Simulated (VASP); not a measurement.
Write the native input for VASP 6.6.1 that does the following.

```yaml
Task: relaxation of cell and atoms
Functional: PBE
Potentials_or_basis: VASP PAW PBE potentials, release 64 (Be, Cd, Se)
Cutoff: 520 eV
k_mesh: 5 × 5 × 2
Occupations: gaussian, width 0.05 eV
Spin: no spin polarisation
Further_INCAR_settings: PREC = Normal; LREAL = Auto; ALGO = Fast; EDIFF = 1e-05; ISYM = 0; IBRION = 2; EDIFFG = -0.03; NSW = 110; ISIF = 3
```

The structure of Be3CdSe4 lies in POSCAR:

```
Be3CdSe4
1.0
    3.7958315900     -0.0196909700      0.0204312500
   -0.0196909700      3.8481679500      0.0527305900
    0.0602594400      0.1555223100     10.9982004800
Be Cd Se
3 1 4
Direct
    0.4875066800      0.4664495000      0.2600135000
    0.5052746800      0.5137816900      0.7062469100
    0.9714310700      0.0224313200      0.5144290900
    0.9855333400      0.9926305600      0.9896224600
    0.5165495600      0.9790582600      0.3742411600
    0.9711901700      0.5123426700      0.6253407000
    0.4829788500      0.9969004800      0.8441233000
    0.0177275300      0.5690763300      0.1730964800
```

The cell was built by a generator and needn't be a form met in nature.

The input as run:

INCAR

```
PREC     = Normal         # precision mode
ENCUT    = 520            # plane-wave cutoff, eV
EDIFF    = 1E-5           # SCF threshold, eV
ISMEAR   = 0              # smearing method
SIGMA    = 0.05           # smearing width, eV
LREAL    = Auto         
LASPH    = T              # aspherical terms in the spheres
NELM     = 80             # most SCF steps
ALGO     = Fast           # electronic algorithm
ISIF     = 3              # what is computed and relaxed
LWAVE    = F              # write WAVECAR
LCHARG   = F              # write CHGCAR
GGA      = PE             # functional
IBRION   = 2              # ionic algorithm
NSW      = 110            # ionic steps
EDIFFG   = -0.03          # ionic threshold
ISYM     = 0
```

KPOINTS

```
Automatic mesh
0
Gamma
  5 5 2
```

Potentials or basis: VASP PAW PBE potentials, release 64 (Be, Cd, Se).

Command:

```sh
$ cat potpaw_PBE.64/Be/POTCAR potpaw_PBE.64/Cd/POTCAR potpaw_PBE.64/Se/POTCAR > POTCAR
$ mpirun -np 1 vasp_std > vasp.out
```

It gave:

| Quantity | Value |
| --- | --- |
| Relaxed volume | 20.06 Å³/atom |
| Relaxed cell | a = 3.791 Å, b = 3.790 Å, c = 11.166 Å, α = 90.00°, β = 89.92°, γ = 89.99° |
| Space group after relaxing (to 0.05 Å) | C2 (No. 5) |
| Energy gained by relaxing | 192.8 meV/atom |
| Ionic steps | 22 |
| Pressure after relaxing | 0.0 GPa |
| Largest force after relaxing | 0.024 eV/Å |
| Band gap on the k mesh | 2.15 eV, direct |

Caveat: an odd mesh through Γ misses points on the zone boundary, where band edges often lie.

Wall time 7.3 min on 1 thread of Intel(R) Xeon(R) Platinum 8488C (Sapphire Rapids), on a shared host, peak memory 0.23 GiB.
